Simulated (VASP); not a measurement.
Given:

```xyz
2
Lattice="1.2550 -2.1737 0.0000 1.2550 2.1737 0.0000 0.0000 0.0000 4.0700" Properties=species:S:1:pos:R:3 pbc="T T T"
Co     1.2550     0.7246     1.0175
Co     1.2550    -0.7246     3.0525
```
Starting moments (μB, in the order of the record's atoms Co Co): 1.8 1.8.

Level of theory: optB88-vdW, VASP's PBE PAW potentials (set 64) (plane waves; VASP). Run with 520 eV cut-off, 15×15×8 Γ-centred mesh, first-order Methfessel-Paxton smearing of 0.10 eV, potentials Co.

Energy and stress use the plane-wave basis of the starting cell.

**Question.** The ions, cell shape and volume are relaxed. Which structure does the run end with?

**Answer.** 
```xyz
2
Lattice="1.2429 -2.1527 0.0000 1.2429 2.1527 0.0000 0.0000 0.0000 4.0049" Properties=species:S:1:pos:R:3 pbc="T T T"
Co     1.2429     0.7176     1.0012
Co     1.2429    -0.7176     3.0037
```
Space group P6_3/mmc (194), at a tolerance of 0.03 Å. The cell ends with 3.17 μB, on the sites 1.59 1.59 μB.

**Question.** How do energy and volume change from the first to the last step?

**Answer.** The energy (σ→0) changes by -8.9 meV/atom and the volume by -3.5 %, in 6 ionic steps.

The compound is Co in the hcp structure. This run relaxes it. Symmetry was kept, so distortions that lower it aren't found.
